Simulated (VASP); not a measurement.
A run of VASP 6.6.1:

File POSCAR:

```
NbP                                     
1.0
   -1.6674159476      1.6674159476      5.7688283988
    1.6674159476     -1.6674159476      5.7688283988
    1.6674159476      1.6674159476     -5.7688283988
  Nb              P             
     2     2
Direct
     0.7497129514538869    0.7497129514538869    0.0000000000000000
     0.4997129514538869    0.9997129514538869    0.5000000000000000
     0.3329156185461102    0.3329156185461102    0.0000000000000000
     0.0829156285461110    0.5829156285461110    0.5000000000000000
```

File INCAR.step1:

```
ALGO     = Fast           # electronic algorithm
EDIFF    = 1E-7           # SCF threshold, eV
ENCUT    = 520            # plane-wave cutoff, eV
GGA      = PE             # functional
ISIF     = 2              # what is computed and relaxed
ISMEAR   = 0              # smearing method
LASPH    = True           # aspherical terms in the spheres
LCHARG   = True           # write CHGCAR
LMAXMIX  = 4              # l up to which the mixer works
LREAL    = False          # projectors in reciprocal space
LWAVE    = False          # write WAVECAR
NELM     = 100            # most SCF steps
PREC     = Accurate       # precision mode
SIGMA    = 0.1            # smearing width, eV
```

KPOINTS.step1

```
k-points
0
Gamma
  4 4 4
```

Contents of INCAR.step2:

```
ALGO     = Fast           # electronic algorithm
EDIFF    = 1E-7           # SCF threshold, eV
ENCUT    = 520            # plane-wave cutoff, eV
GGA      = PE             # functional
ICHARG   = 11             # starting density
ISIF     = 2              # what is computed and relaxed
ISMEAR   = -5             # smearing method
LASPH    = True           # aspherical terms in the spheres
LCHARG   = False          # write CHGCAR
LMAXMIX  = 4              # l up to which the mixer works
LORBIT   = 11             # projections on sites
LREAL    = False          # projectors in reciprocal space
LWAVE    = False          # write WAVECAR
NEDOS    = 1001           # points of the DOS
NELM     = 100            # most SCF steps
PREC     = Accurate       # precision mode
SIGMA    = 0.1            # smearing width, eV
```

KPOINTS.step2

```
k-points
0
Gamma
  6 6 6
```

Potentials or basis: VASP PAW PBE potentials, release 64 (Nb_sv, P).

The run is started by

```bash
$ cat potpaw_PBE.64/Nb_sv/POTCAR potpaw_PBE.64/P/POTCAR > POTCAR
$ cp INCAR.step1 INCAR
$ cp KPOINTS.step1 KPOINTS
$ mpirun -np 1 vasp_std > vasp.out
$ cp INCAR.step2 INCAR
$ cp KPOINTS.step2 KPOINTS
$ mpirun -np 1 vasp_std > vasp.out
```

Hardware: 1 thread of Intel(R) Xeon(R) 6975P-C (Granite Rapids), on a shared host.

Estimate the wall time of this run.

Wall time 3.3 min on 1 thread of Intel(R) Xeon(R) 6975P-C (Granite Rapids), with other jobs on the host, peak memory 0.31 GiB. Counts: scf iterations 34, k points 30.
